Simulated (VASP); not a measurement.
VASP input:

### INCAR
```
SYSTEM = CdTe
PREC = Accurate
ENCUT = 400
EDIFF = 1E-6
NELM = 100
ALGO = Normal
LREAL = .FALSE.
LASPH = .TRUE.
ISMEAR = 2
SIGMA = 0.3
GGA = PE
LMAXMIX = 4
LWAVE = .FALSE.
LCHARG = .FALSE.
ISIF = 2
```

**KPOINTS**
```
Automatic mesh
0
Gamma
5 5 5
0 0 0
```

File POSCAR:
```
CdTe
1
    0.0000000000     3.3048000000     3.3048000000
    3.3048000000     0.0000000000     3.3048000000
    3.3048000000     3.3048000000     0.0000000000
Cd Te
1 1
Direct
  0.0000000000   0.0000000000   0.0000000000
  0.2500000000   0.2500000000   0.2500000000
```

POTCAR, in this order: Cd Te (PBE.64 set). Program: vasp_std.

Q: One choice in this input is risky. Which, and does it do harm here?

A: The risk: Methfessel-Paxton smearing was used on a material with a gap. Here it does no harm: the run (PBE GGA, plane waves, VASP's PBE PAW potentials (set 64)) converges to the same energy and pressure as with the safe setting.
**OSZICAR**
```
       N       E                     dE             d eps       ncg     rms          rms(c)
DAV:   1     0.875356057175E+02    0.87536E+02   -0.72100E+03   260   0.962E+02
DAV:   2    -0.176569653372E+01   -0.89301E+02   -0.86846E+02   320   0.256E+02
DAV:   3    -0.500131819851E+01   -0.32356E+01   -0.32303E+01   305   0.516E+01
DAV:   4    -0.503328878696E+01   -0.31971E-01   -0.31969E-01   380   0.438E+00
DAV:   5    -0.503336226578E+01   -0.73479E-04   -0.73479E-04   290   0.193E-01    0.518E+00
DAV:   6    -0.480781281559E+01    0.22555E+00   -0.46739E-01   285   0.859E+00    0.427E+00
DAV:   7    -0.479179098598E+01    0.16022E-01   -0.11945E-01   290   0.249E+00    0.168E+00
DAV:   8    -0.479264236834E+01   -0.85138E-03   -0.10313E-02   260   0.138E+00    0.489E-01
DAV:   9    -0.479300654849E+01   -0.36418E-03   -0.10087E-03   300   0.355E-01    0.107E-01
DAV:  10    -0.479308148681E+01   -0.74938E-04   -0.13081E-04   275   0.118E-01    0.517E-02
DAV:  11    -0.479312871687E+01   -0.47230E-04   -0.90105E-05   273   0.646E-02    0.361E-02
DAV:  12    -0.479312754395E+01    0.11729E-05   -0.35290E-06   310   0.163E-02    0.208E-02
DAV:  13    -0.479312738730E+01    0.15665E-06   -0.59525E-07   190   0.430E-03
   1 F= -.47931274E+01 E0= -.47933363E+01  d E =0.835799E-03
```

The compound is CdTe in the zinc blende structure. The cell was not relaxed at this level.
